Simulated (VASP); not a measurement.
Calculation: PBE GGA, VASP's PBE PAW potentials (set 64) (plane waves; VASP).

VASP ran on this input.

File KPOINTS:
```
Automatic
0
gamma
  6 6 6
```

File POSCAR:
```
PbTe
1
    0.0000000000     3.2946000000     3.2946000000
    3.2946000000     0.0000000000     3.2946000000
    3.2946000000     3.2946000000     0.0000000000
Te Pb
1 1
Direct
  0.5000000000   0.5000000000   0.5000000000
  0.0000000000   0.0000000000   0.0000000000
```

### INCAR
```
NELM = 100   ! most electronic steps
GGA = PE
ISIF = 2   ! forces and stress, cell fixed
ALGO = Normal   ! blocked Davidson
ENCUT = 400
PREC = Accurate
SYSTEM = PbTe
LREAL = F
LCHARG = F
LWAVE = F
LASPH = T   ! aspherical one-centre terms
LMAXMIX = 4
ISMEAR = 2
EDIFF = 1E-6
SIGMA = 0.5
```

POTCAR, in this order: Te Pb_d (PBE.64 set). Program: vasp_std.

What VASP printed:

File OSZICAR:
```
       N       E                     dE             d eps       ncg     rms          rms(c)
DAV:   1     0.141340879141E+03    0.14134E+03   -0.79964E+03   448   0.110E+03
DAV:   2     0.268976104783E+01   -0.13865E+03   -0.13617E+03   484   0.303E+02
DAV:   3    -0.741964240235E+01   -0.10109E+02   -0.10083E+02   598   0.898E+01
DAV:   4    -0.765798486789E+01   -0.23834E+00   -0.23828E+00   500   0.178E+01
DAV:   5    -0.766867199689E+01   -0.10687E-01   -0.10687E-01   612   0.334E+00    0.297E+00
DAV:   6    -0.752033436347E+01    0.14834E+00   -0.36732E-01   598   0.454E+00    0.185E+00
DAV:   7    -0.751673204162E+01    0.36023E-02   -0.99495E-02   548   0.174E+00    0.892E-01
DAV:   8    -0.751892732517E+01   -0.21953E-02   -0.10702E-02   484   0.119E+00    0.146E-01
DAV:   9    -0.751887365987E+01    0.53665E-04   -0.14750E-03   666   0.405E-01    0.533E-02
DAV:  10    -0.751891454709E+01   -0.40887E-04   -0.16420E-04   468   0.994E-02    0.246E-02
DAV:  11    -0.751892440498E+01   -0.98579E-05   -0.31993E-05   512   0.467E-02    0.103E-02
DAV:  12    -0.751892479107E+01   -0.38608E-06   -0.16768E-06   530   0.162E-02
   1 F= -.75189248E+01 E0= -.75210133E+01  d E =0.835410E-02
```

File OUTCAR:
```
------------------------ aborting loop because EDIFF is reached ----------------------------------------
  FORCE on cell =-STRESS in cart. coord.  units (eV):
  Direction    XX          YY          ZZ          XY          YZ          ZX
  --------------------------------------------------------------------------------------
  Total       -0.2032414     -0.2032414     -0.2032414      0.0000000      0.0000000      0.0000000
  in kB       -4.5528650     -4.5528650     -4.5528650      0.0000000      0.0000000      0.0000000
  external PRESSURE =      -4.5528650 kB  Pullay stress =       0.0000000 kB
  volume of cell :       71.52
      direct lattice vectors                 reciprocal lattice vectors
     0.000000000  3.294600000  3.294600000    -0.151763492  0.151763492  0.151763492
     3.294600000  0.000000000  3.294600000     0.151763492 -0.151763492  0.151763492
     3.294600000  3.294600000  0.000000000     0.151763492  0.151763492 -0.151763492
  FREE ENERGIE OF THE ION-ELECTRON SYSTEM (eV)
  ---------------------------------------------------
  free  energy   TOTEN  =        -7.5189247911 eV

  energy  without entropy=       -7.5272788937  energy(sigma->0) =       -7.52101332
```
(Selected blocks of OUTCAR.)

The compound is PbTe in the rock salt structure. The cell was not relaxed at this level. The run is one of a series of settings (ISMEAR = 2, SIGMA = 0.5 against the base run), some of them coarse on purpose.
